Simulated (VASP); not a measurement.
Ga3BSb2, 6 atoms in the cell. The structure is trigonal, space group R-3m (No. 166). The conventional cell has a = 4.478 Å, b = 4.478 Å, c = 22.542 Å, α = 90.00°, β = 90.00°, γ = 120.00°. Ga (site symmetry 3m) has 3 B at 2.67 Å and 3 Ga at 2.90 Å and 3 Sb at 3.07 Å as nearest neighbours. Ga (site symmetry -3m) is surrounded by 6 Sb at 2.96 Å. B (site symmetry -3m) has 2 Sb at 2.31 Å as nearest neighbours. Sb (site symmetry 3m) has 1 B at 2.31 Å as nearest neighbours. The cell was built by a generator and needn't be a form met in nature.

* Program: VASP 6.6.1
* Task: relaxation of cell and atoms
* Functional: PBE
* Potentials or basis: VASP PAW PBE potentials, release 64 (Ga_d, B, Sb)
* Cutoff: 520 eV
* k mesh: 8 × 8 × 8
* Occupations: gaussian, width 0.1 eV
* Spin: no spin polarisation
* Further INCAR settings: ALGO = Normal; EDIFF = 1e-06; IBRION = 2; EDIFFG = -0.01; NSW = 90; ISIF = 3

Potentials or basis: VASP PAW PBE potentials, release 64 (Ga_d, B, Sb).

Run with:

```console
$ cat potpaw_PBE.64/Ga_d/POTCAR potpaw_PBE.64/B/POTCAR potpaw_PBE.64/Sb/POTCAR > POTCAR
$ mpirun -np 4 vasp_std > vasp.out
```

Hardware: 4 MPI ranks on Intel(R) Xeon(R) Platinum 8559C (Emerald Rapids), on a shared host.

**Question.** Estimate the wall time of this run.

**Answer.** Wall time 14 min on 4 MPI ranks on Intel(R) Xeon(R) Platinum 8559C (Emerald Rapids), with other jobs on the host, peak memory 0.68 GiB a rank. Counts: scf iterations 81, k points 65, ion steps 13.
